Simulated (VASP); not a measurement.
# CrGa11As12 (a cell with a defect): single point with PBEsol+U

CrGa11As12 (a cell with a defect):

```
Cr Ga As
1.0
     0.00000    8.48055    8.48055
     5.65370    0.00000    5.65370
     5.65370    5.65370    0.00000
Cr Ga As
1 11 12
Cartesian
  0.0099 8.4752 8.4674
  2.8191 2.8245 0.0183
  8.4818 5.6367 2.8476
  5.6353 2.8321 2.8284
  5.6368 8.4561 2.8257
  8.4514 5.6389 8.4853
  8.4592 8.4740 5.6584
  5.6280 5.6551 5.6590
  5.6470 11.3006 5.6749
  8.4765 8.4834 11.2987
  8.4946 11.2939 8.4873
  5.6420 8.4789 8.4883
  1.4085 1.3863 1.4191
  4.2373 4.2560 1.4090
  4.2351 1.4134 4.2487
  7.0500 4.2360 4.2579
  1.3817 4.2230 4.2428
  4.2248 7.0534 4.2287
  4.2416 4.2150 7.0642
  7.0482 7.0581 7.0697
  1.4321 7.0492 7.0620
  4.2298 9.8913 7.0770
  4.2470 7.0583 9.9088
  7.0530 9.9004 9.8956
```

```json
{"Program": "VASP 6.6.1", "Task": "single point", "Functional": "PBEsol", "Potentials or basis": "VASP PAW PBE potentials, release 64 (Cr_pv, Ga_d, As)", "Cutoff": "350 eV", "k mesh": "2 × 2 × 2", "Occupations": "gaussian, width 0.03 eV", "Spin": "collinear spin, ferromagnetic start", "Starting moments": "[4.0, 0.0, 0.0, 0.0, 0.0, 0.0, 0.0, 0.0, 0.0, 0.0, 0.0, 0.0, 0.0, 0.0, 0.0, 0.0, 0.0, 0.0, 0.0, 0.0, 0.0, 0.0, 0.0, 0.0] μB", "Fixed moment": "4 μB", "Hubbard terms": "Cr d U = 3 eV"}
```

* Largest force: 0.415 eV/Å
* Net moment: 4.00 μB per cell
* Site moments: Cr +3.69; Ga +0.01, +0.02; As -0.10, -0.08, +0.00, +0.01, -0.04 μB
* Valence electrons inside the program's atomic spheres: Cr 10.73; Ga 11.69, 11.71, 11.70; As 2.86, 2.85, 2.87

Forces in eV/Å, atoms in the order of the input:
```
Cr  -0.033 -0.034 -0.023
Ga  -0.041 -0.046  0.228
Ga  -0.043  0.253 -0.057
Ga  -0.263  0.031  0.029
Ga   0.367 -0.129 -0.147
Ga   0.084 -0.307 -0.052
Ga   0.079 -0.057 -0.324
Ga   0.030 -0.073 -0.060
Ga   0.333 -0.033 -0.061
Ga  -0.081 -0.284  0.092
Ga  -0.088  0.084 -0.280
Ga   0.016 -0.028 -0.025
As  -0.031  0.150  0.128
As  -0.131  0.090  0.149
As  -0.119  0.129  0.122
As   0.072 -0.037 -0.042
As  -0.198  0.165  0.168
As  -0.030  0.115  0.010
As  -0.046  0.008  0.125
As  -0.013  0.076  0.069
As   0.238 -0.122 -0.118
As  -0.083  0.045 -0.005
As  -0.100 -0.002  0.043
As   0.082  0.006  0.031
```

Eigenvalues of the final occupation matrices:
| site | spin | trace | eigenvalues |
| --- | --- | --- | --- |
| site 1 d | 1 | 3.92 | 0.66 0.71 0.83 0.86 0.86 |
| site 1 d | 2 | 0.29 | 0.02 0.02 0.08 0.09 0.09 |

Run time: 8 min on 4 MPI ranks on Intel(R) Xeon(R) 6975P-C (Granite Rapids), on a shared host, peak memory 0.54 GiB a rank.

Caveat: the k mesh is coarse (spacing up to 0.48 Å⁻¹), so the values aren't converged; the cell is charged against a uniform background, so pressure and absolute levels hang on convention; the PAW data sets were made with another functional, which shifts forces and pressure a little; the total moment is fixed, so each spin has its own Fermi level; only a ferromagnetic start was run, and an antiferromagnetic order may lie lower in energy; the U is typed as a test and isn't derived for this compound. The state reached can hang on the start; a lower one may exist.
